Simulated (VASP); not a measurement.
All values below come from PBE GGA, VASP's PBE PAW potentials (set 64) (plane waves; VASP).

VASP input:

**INCAR**
```
! general
SYSTEM    =  MoTe2
PREC      =  Accurate
ENCUT     =  400
LREAL     =  .FALSE.
LASPH     =  .TRUE.

! electronic loop
EDIFF     =  1E-8
NELM      =  100
ALGO      =  Normal
LMAXMIX   =  4

! smearing
ISMEAR    =  0
SIGMA     =  0.01

! functional
GGA       =  PE

! ions
IBRION    =  8
NSW       =  1

! output
LWAVE     =  .FALSE.
LCHARG    =  .FALSE.

! other
LEPSILON  =  .TRUE.
```

KPOINTS:
```
kpoints
0
Gamma
 9 9 2
```

**POSCAR**
```
MoTe2
1
    1.7762816424    -3.0766096204     0.0000000000
    1.7762816424     3.0766096204    -0.0000000000
   -0.0000000000     0.0000000000    14.6715638068
Te Mo
4 2
Direct
  0.3333330000   0.6666670000   0.8733991475
  0.6666670000   0.3333330000   0.3733991475
  0.6666670000   0.3333330000   0.1266008525
  0.3333330000   0.6666670000   0.6266008525
  0.3333330000   0.6666670000   0.2500000000
  0.6666670000   0.3333330000   0.7500000000
```

POTCAR, in this order: Te Mo_sv (PBE.64 set). Program: vasp_std.

What VASP printed:

OUTCAR:
```
 ion  position               nearest neighbor table
   1  0.333  0.667  0.873-   6 2.74   6 2.74   6 2.74   4 3.62
   2  0.667  0.333  0.373-   5 2.74   5 2.74   5 2.74   3 3.62
   3  0.667  0.333  0.127-   5 2.74   5 2.74   5 2.74   2 3.62
   4  0.333  0.667  0.627-   6 2.74   6 2.74   6 2.74   1 3.62
   5  0.333  0.667  0.250-   2 2.74   3 2.74   2 2.74   3 2.74   2 2.74   3 2.74
   6  0.667  0.333  0.750-   1 2.74   4 2.74   1 2.74   4 2.74   1 2.74   4 2.74
  LATTYP: Found a hexagonal cell.
 ALAT       =     3.5525629100
 C/A-ratio  =     4.1298533421
 Subroutine PRICEL returns:
 Original cell was already a primitive cell.
 Subroutine GETGRP returns: Found 24 space group operations
The static configuration has the point symmetry D_3d.
 The point group associated with its full space group is D_6h.
The dynamic configuration has the point symmetry D_3d.
 Subroutine INISYM returns: Found 24 space group operations
 Subroutine IBZKPT returns following result:
 Found     24 irreducible k-points:

 Following reciprocal coordinates:
            Coordinates               Weight
  0.000000  0.000000  0.000000      1.000000
  0.111111  0.000000  0.000000      6.000000
  0.222222 -0.000000  0.000000      6.000000
  0.333333  0.000000  0.000000      6.000000
  0.444444 -0.000000  0.000000      6.000000
  0.111111  0.111111  0.000000      6.000000
  0.222222  0.111111  0.000000     12.000000
  0.333333  0.111111  0.000000     12.000000
  0.444444  0.111111  0.000000      6.000000
  0.222222  0.222222  0.000000      6.000000
  0.333333  0.222222  0.000000     12.000000
  0.333333  0.333333  0.000000      2.000000
  0.000000  0.000000  0.500000      1.000000
  0.111111  0.000000  0.500000      6.000000
  0.222222 -0.000000  0.500000      6.000000
  0.333333  0.000000  0.500000      6.000000
  0.444444 -0.000000  0.500000      6.000000
  0.111111  0.111111  0.500000      6.000000
  0.222222  0.111111  0.500000     12.000000
  0.333333  0.111111  0.500000     12.000000
  0.444444  0.111111  0.500000      6.000000
  0.222222  0.222222  0.500000      6.000000
  0.333333  0.222222  0.500000     12.000000
  0.333333  0.333333  0.500000      2.000000
 Subroutine IBZKPT_HF returns following result:
   k-points           NKPTS =     24   k-points in BZ     NKDIM =     24   number of bands    NBANDS=     31
   number of dos      NEDOS =    301   number of ions     NIONS =      6
   total plane-waves  NPLWV =  55296
   dimension x,y,z NGX =    24 NGY =   24 NGZ =   96
   dimension x,y,z NGXF=    48 NGYF=   48 NGZF=  192
   ions per type =               4   2
   PREC   = accura    normal or accurate (medium, high low for compatibility)
   ISTART =      0    job   : 0-new  1-cont  2-samecut
   ICHARG =      2    charge: 1-file 2-atom 10-const
   ISPIN  =      1    spin polarized calculation?
   LNONCOLLINEAR =      F non collinear calculations
   LSORBIT =      F    spin-orbit coupling
   INIWAV =      1    electr: 0-lowe 1-rand  2-diag
   ENCUT  =  400.0 eV  29.40 Ry    5.42 a.u.   5.79  5.79 23.93*2*pi/ulx,y,z
   NELM   =    100;   NELMIN=  2; NELMDL= -5     # of ELM steps
   EDIFF  = 0.1E-07   stopping-criterion for ELM
   LREAL  =      F    real-space projection
   NLSPLINE    = F    spline interpolate recip. space projectors
   LMAXMIX     =    4 max onsite mixed and CHGCAR
   VOSKOWN=      0    Vosko Wilk Nusair interpolation
   EDIFFG = 0.1E-06   stopping-criterion for IOM
   NSW    =      1    number of steps for IOM
   NBLOCK =      1;   KBLOCK =      1    inner block; outer block
   IBRION =      8    ionic relax: 0-MD 1-quasi-New 2-CG
   NFREE  =      0    steps in history (QN), initial steepest desc. (CG)
   ISIF   =      2    stress and relaxation
   ISYM   =      2    0-nonsym 1-usesym 2-fastsym
   TEIN   =    0.0    initial temperature
...
```

**OSZICAR**
```
...
RMM:   4    -0.376924133417E-01   -0.16220E-04   -0.74568E-05  9709   0.208E-02    0.289E-02
RMM:   5    -0.377163125618E-01   -0.23899E-04   -0.16976E-05  8952   0.164E-02    0.285E-03
RMM:   6    -0.377121960290E-01    0.41165E-05   -0.70738E-06  9640   0.422E-03    0.151E-03
RMM:   7    -0.377077308405E-01    0.44652E-05   -0.62679E-07  9792   0.221E-03    0.623E-04
RMM:   8    -0.377074788356E-01    0.25200E-06   -0.16412E-06 10029   0.894E-04    0.304E-04
RMM:   9    -0.377079890974E-01   -0.51026E-06   -0.50415E-07 10319   0.390E-04    0.141E-04
RMM:  10    -0.377081341402E-01   -0.14504E-06   -0.64798E-08 10605   0.167E-04    0.579E-05
RMM:  11    -0.377081601538E-01   -0.26014E-07   -0.58961E-09 11267   0.846E-05    0.339E-05
RMM:  12    -0.377082064438E-01   -0.46290E-07    0.59095E-09 11615   0.591E-05    0.791E-06
RMM:  13    -0.377082188034E-01   -0.12360E-07   -0.75613E-09 12116   0.441E-05    0.286E-06
RMM:  14    -0.377082262141E-01   -0.74107E-08   -0.17242E-10 11584   0.397E-05    0.172E-06
 Linear response progress:
  Degree of freedom:   2/  4
       N       E                     dE             d eps       ncg     rms          rms(c)
RMM:   1    -0.840172381423E-01   -0.84017E-01    0.22251E-02  3764   0.863E-01
RMM:   2    -0.790058278864E-01    0.50114E-02   -0.69454E-03  2430   0.274E-01    0.190E-01
RMM:   3    -0.789353404170E-01    0.70487E-04   -0.16499E-03  2461   0.122E-01    0.151E-01
RMM:   4    -0.789189549719E-01    0.16385E-04   -0.15660E-04  2440   0.451E-02    0.106E-01
RMM:   5    -0.789547726342E-01   -0.35818E-04   -0.12842E-04  2437   0.425E-02    0.646E-02
RMM:   6    -0.789654210284E-01   -0.10648E-04   -0.89762E-05  2486   0.383E-02    0.902E-03
RMM:   7    -0.789693426423E-01   -0.39216E-05   -0.24533E-05  2623   0.101E-02    0.829E-03
RMM:   8    -0.789683024805E-01    0.10402E-05   -0.14626E-06  2700   0.287E-03    0.759E-03
RMM:   9    -0.789715052648E-01   -0.32028E-05    0.17480E-07  2466   0.305E-03    0.200E-03
RMM:  10    -0.789720856983E-01   -0.58043E-06   -0.11838E-06  2458   0.177E-03    0.965E-04
RMM:  11    -0.789721114556E-01   -0.25757E-07   -0.11888E-07  2915   0.502E-04    0.861E-04
RMM:  12    -0.789720479494E-01    0.63506E-07    0.43808E-08  2826   0.142E-04    0.909E-04
RMM:  13    -0.789720372358E-01    0.10714E-07    0.32538E-07  2625   0.189E-04    0.408E-04
RMM:  14    -0.789721894673E-01   -0.15223E-06   -0.47672E-07  2924   0.226E-04    0.182E-04
RMM:  15    -0.789722101312E-01   -0.20664E-07   -0.32720E-08  3017   0.707E-05    0.164E-04
RMM:  16    -0.789722211169E-01   -0.10986E-07    0.76194E-08  2958   0.307E-05    0.133E-04
RMM:  17    -0.789723288685E-01   -0.10775E-06    0.61631E-08  2900   0.506E-05    0.397E-05
RMM:  18    -0.789723952011E-01   -0.66333E-07    0.10407E-08  2944   0.362E-05    0.585E-05
RMM:  19    -0.789723963008E-01   -0.10997E-08    0.67871E-08  2859   0.173E-05    0.419E-05
 Linear response progress:
  Degree of freedom:   3/  4
       N       E                     dE             d eps       ncg     rms          rms(c)
RMM:   1    -0.786207397887E+00   -0.78621E+00    0.42327E+00  5448   0.160E+01
RMM:   2    -0.581286846677E+00    0.20492E+00   -0.32342E-01  7581   0.283E+00    0.137E-01
RMM:   3    -0.582240797503E+00   -0.95395E-03   -0.73335E-03  9606   0.397E-01    0.745E-02
RMM:   4    -0.581620414544E+00    0.62038E-03   -0.11341E-03 11200   0.109E-01    0.314E-02
RMM:   5    -0.581429202813E+00    0.19121E-03   -0.52611E-04 11291   0.397E-02    0.454E-03
RMM:   6    -0.581484518862E+00   -0.55316E-04   -0.30361E-04 11124   0.163E-02    0.175E-03
RMM:   7    -0.581498087675E+00   -0.13569E-04   -0.14721E-04 11570   0.784E-03    0.121E-03
RMM:   8    -0.581510562583E+00   -0.12475E-04   -0.79230E-05 10827   0.447E-03    0.706E-04
RMM:   9    -0.581516619540E+00   -0.60570E-05   -0.46772E-05 11099   0.254E-03    0.185E-04
RMM:  10    -0.581518487653E+00   -0.18681E-05   -0.27470E-05 11886   0.150E-03    0.954E-05
RMM:  11    -0.581518623860E+00   -0.13621E-06   -0.18722E-05 12404   0.925E-04    0.979E-05
RMM:  12    -0.581519281118E+00   -0.65726E-06   -0.12357E-05 11787   0.627E-04    0.528E-05
RMM:  13    -0.581520414968E+00   -0.11338E-05   -0.84575E-06 11662   0.465E-04    0.178E-05
RMM:  14    -0.581520356076E+00    0.58892E-07   -0.54421E-06 12709   0.288E-04    0.158E-05
RMM:  15    -0.581520652404E+00   -0.29633E-06   -0.38745E-06 12400   0.217E-04    0.585E-06
RMM:  16    -0.581520748529E+00   -0.96125E-07   -0.25888E-06 13097   0.157E-04    0.424E-06
RMM:  17    -0.581520613741E+00    0.13479E-06   -0.18859E-06 12221   0.124E-04    0.149E-05
RMM:  18    -0.581520665035E+00   -0.51295E-07   -0.13815E-06 12521   0.988E-05    0.123E-05
RMM:  19    -0.581520676964E+00   -0.11928E-07   -0.10513E-06 12632   0.821E-05    0.152E-05
RMM:  20    -0.581520661643E+00    0.15320E-07   -0.73642E-07 12193   0.719E-05    0.192E-05
RMM:  21    -0.581520733102E+00   -0.71458E-07   -0.57708E-07 12452   0.673E-05    0.125E-05
RMM:  22    -0.581520776637E+00   -0.43536E-07   -0.43158E-07 12749   0.612E-05    0.851E-06
RMM:  23    -0.581520802498E+00   -0.25861E-07   -0.31981E-07 12802   0.573E-05    0.610E-06
RMM:  24    -0.581520808157E+00   -0.56591E-08   -0.25254E-07 12655   0.544E-05    0.574E-06
RMM:  25    -0.581520804453E+00    0.37036E-08   -0.20773E-07 11728   0.526E-05    0.658E-06
RMM:  26    -0.581520807164E+00   -0.27109E-08   -0.19353E-07 11509   0.515E-05    0.669E-06
 Linear response progress:
  Degree of freedom:   4/  4
       N       E                     dE             d eps       ncg     rms          rms(c)
RMM:   1    -0.901175963971E+00   -0.90118E+00    0.46656E+00  1676   0.164E+01
RMM:   2    -0.702851056107E+00    0.19832E+00   -0.33477E-01  2224   0.266E+00    0.165E-01
RMM:   3    -0.702885914128E+00   -0.34858E-04   -0.53275E-03  2539   0.377E-01    0.867E-02
RMM:   4    -0.701955230856E+00    0.93068E-03   -0.91053E-04  2799   0.106E-01    0.415E-02
RMM:   5    -0.701760208132E+00    0.19502E-03    0.26107E-05  3036   0.346E-02    0.249E-02
RMM:   6    -0.701646866221E+00    0.11334E-03   -0.34693E-06  2859   0.171E-02    0.451E-03
RMM:   7    -0.701669335988E+00   -0.22470E-04    0.17970E-05  2840   0.697E-03    0.265E-03
RMM:   8    -0.701675903130E+00   -0.65671E-05    0.18236E-05  2951   0.345E-03    0.161E-03
RMM:   9    -0.701681087317E+00   -0.51842E-05    0.78762E-06  2896   0.210E-03    0.724E-04
RMM:  10    -0.701680422421E+00    0.66490E-06    0.10876E-05  3029   0.980E-04    0.241E-04
RMM:  11    -0.701679964556E+00    0.45786E-06    0.19008E-06  2726   0.546E-04    0.133E-04
RMM:  12    -0.701679980834E+00   -0.16278E-07   -0.47027E-07  2988   0.282E-04    0.662E-05
RMM:  13    -0.701679922870E+00    0.57965E-07   -0.17950E-07  3204   0.160E-04    0.423E-05
RMM:  14    -0.701680085770E+00   -0.16290E-06   -0.41825E-07  2970   0.108E-04    0.262E-05
RMM:  15    -0.701680209332E+00   -0.12356E-06   -0.45335E-07  2842   0.732E-05    0.163E-05
RMM:  16    -0.701680246102E+00   -0.36770E-07   -0.10243E-07  3166   0.501E-05    0.848E-06
RMM:  17    -0.701680298794E+00   -0.52693E-07   -0.97427E-09  2877   0.377E-05    0.238E-06
RMM:  18    -0.701680256222E+00    0.42572E-07    0.24719E-08  3077   0.279E-05    0.427E-06
RMM:  19    -0.701680250678E+00    0.55438E-08    0.30880E-07  2745   0.224E-05    0.452E-06
RMM:  20    -0.701680235391E+00    0.15287E-07    0.22167E-07  2438   0.196E-05    0.681E-06
RMM:  21    -0.701680231730E+00    0.36613E-08    0.52167E-07  2311   0.177E-05    0.618E-06
RMM:  22    -0.701680235579E+00   -0.38490E-08    0.34390E-07  2441   0.166E-05    0.617E-06
RMM:  23    -0.701680240277E+00   -0.46986E-08    0.55514E-07  2771   0.162E-05    0.498E-06
RMM:  24    -0.701680243861E+00   -0.35836E-08    0.33491E-07  2114   0.151E-05    0.532E-06
 Linear response finished
```

### OUTCAR
```
------------------------ aborting loop because EDIFF is reached ----------------------------------------

 HEAD OF MICROSCOPIC STATIC DIELECTRIC TENSOR (INDEPENDENT PARTICLE, excluding Hartree and local field effects)
 ------------------------------------------------------
          20.107719     0.000000     0.000000
           0.000000    20.107714     0.000000
          -0.000000     0.000000    12.068069
 ------------------------------------------------------

 MACROSCOPIC STATIC DIELECTRIC TENSOR (including local field effects in DFT)
 ------------------------------------------------------
          19.295858     0.000000     0.000000
           0.000000    19.295853    -0.000000
           0.000000     0.000000     8.222249
 ------------------------------------------------------

 PIEZOELECTRIC TENSOR (including local field effects)  for field in x, y, z        (e  Angst)
          XX          YY          ZZ          XY          YZ          ZX
  --------------------------------------------------------------------------------
  x     0.00000     0.00000     0.00000     0.00000     0.00000     0.00000
  y     0.00000     0.00000     0.00000     0.00000     0.00000     0.00000
  z     0.00000     0.00000     0.00000     0.00000     0.00000     0.00000

 PIEZOELECTRIC TENSOR (including local field effects)  for field in x, y, z        (C/m^2)
          XX          YY          ZZ          XY          YZ          ZX
  --------------------------------------------------------------------------------
  x     0.00000     0.00000     0.00000     0.00000     0.00000     0.00000
  y     0.00000     0.00000     0.00000     0.00000     0.00000     0.00000
  z     0.00000     0.00000     0.00000     0.00000     0.00000     0.00000

 BORN EFFECTIVE CHARGES (including local field effects) (in |e|, cummulative output)
 ---------------------------------------------------------------------------------
 ion    1
    1     1.59841     0.00000     0.00000
    2     0.00000     1.59841     0.00000
    3    -0.00000     0.00000     0.63824
 ion    2
    1     1.59841     0.00000    -0.00000
    2     0.00000     1.59841     0.00000
    3    -0.00000    -0.00000     0.63824
 ion    3
    1     1.59841     0.00000    -0.00000
    2     0.00000     1.59841     0.00000
    3    -0.00000     0.00000     0.63824
 ion    4
    1     1.59841     0.00000     0.00000
    2     0.00000     1.59841     0.00000
    3     0.00000     0.00000     0.63824
 ion    5
    1    -3.19682     0.00000     0.00000
    2     0.00000    -3.19682     0.00000
    3    -0.00000     0.00000    -1.27649
 ion    6
    1    -3.19682     0.00000     0.00000
    2     0.00000    -3.19682     0.00000
    3    -0.00000    -0.00000    -1.27649

   1 f  =    8.498456 THz    53.397373 2PiTHz  283.477973 cm-1    35.146773 meV
             X         Y         Z           dx          dy          dz
      1.776282  1.025539 12.814131    -0.000000    0.000000   -0.261715
      1.776282 -1.025539  5.478349    -0.000000   -0.000000    0.261715
      1.776282 -1.025539  1.857432    -0.000000   -0.000000    0.261715
      1.776282  1.025539  9.193214    -0.000000    0.000000   -0.261715
      1.776282  1.025539  3.667891    -0.000000    0.000000   -0.602504
      1.776282 -1.025539 11.003673     0.000000   -0.000000    0.602504

   2 f  =    8.397017 THz    52.760011 2PiTHz  280.094321 cm-1    34.727254 meV
             X         Y         Z           dx          dy          dz
      1.776282  1.025539 12.814131    -0.000000    0.000000    0.261330
      1.776282 -1.025539  5.478349    -0.000000   -0.000000    0.261330
      1.776282 -1.025539  1.857432    -0.000000   -0.000000    0.261330
      1.776282  1.025539  9.193214    -0.000000    0.000000    0.261330
      1.776282  1.025539  3.667891    -0.000000    0.000000   -0.602838
      1.776282 -1.025539 11.003673     0.000000    0.000000   -0.602838

   3 f  =    6.855186 THz    43.072404 2PiTHz  228.664392 cm-1    28.350759 meV
             X         Y         Z           dx          dy          dz
      1.776282  1.025539 12.814131     0.261035    0.000000   -0.000000
      1.776282 -1.025539  5.478349    -0.261035   -0.000000    0.000000
      1.776282 -1.025539  1.857432    -0.261035   -0.000000    0.000000
      1.776282  1.025539  9.193214     0.261035    0.000000    0.000000
      1.776282  1.025539  3.667891     0.603093    0.000000   -0.000000
      1.776282 -1.025539 11.003673    -0.603093   -0.000000   -0.000000

   4 f  =    6.855185 THz    43.072398 2PiTHz  228.664360 cm-1    28.350755 meV
             X         Y         Z           dx          dy          dz
      1.776282  1.025539 12.814131    -0.000000    0.261035   -0.000000
      1.776282 -1.025539  5.478349     0.000000   -0.261035   -0.000000
      1.776282 -1.025539  1.857432     0.000000   -0.261035    0.000000
      1.776282  1.025539  9.193214    -0.000000    0.261035    0.000000
      1.776282  1.025539  3.667891    -0.000000    0.603093    0.000000
      1.776282 -1.025539 11.003673     0.000000   -0.603093   -0.000000

   5 f  =    6.852747 THz    43.057077 2PiTHz  228.583022 cm-1    28.340670 meV
             X         Y         Z           dx          dy          dz
      1.776282  1.025539 12.814131    -0.261512    0.000000   -0.000000
      1.776282 -1.025539  5.478349    -0.261512    0.000000   -0.000000
      1.776282 -1.025539  1.857432    -0.261512    0.000000   -0.000000
      1.776282  1.025539  9.193214    -0.261512    0.000000    0.000000
      1.776282  1.025539  3.667891     0.602680   -0.000000    0.000000
      1.776282 -1.025539 11.003673     0.602680   -0.000000    0.000000

   6 f  =    6.852746 THz    43.057071 2PiTHz  228.582990 cm-1    28.340666 meV
             X         Y         Z           dx          dy          dz
      1.776282  1.025539 12.814131    -0.000000   -0.261512    0.000000
      1.776282 -1.025539  5.478349    -0.000000   -0.261512   -0.000000
      1.776282 -1.025539  1.857432    -0.000000   -0.261512    0.000000
      1.776282  1.025539  9.193214    -0.000000   -0.261512    0.000000
      1.776282  1.025539  3.667891     0.000000    0.602680   -0.000000
      1.776282 -1.025539 11.003673     0.000000    0.602680    0.000000
...
```
(Selected blocks of OUTCAR.)

The dielectric response may not be converged in the k-mesh; for small gaps it tends to come out too large. Without a dispersion term in the relaxation, distances and binding between the weakly bound layers, chains or molecules are unreliable, and so is what depends on them.

The compound is MoTe2 in the 2H layered structure. It was relaxed first, which changed the volume by +7 %.
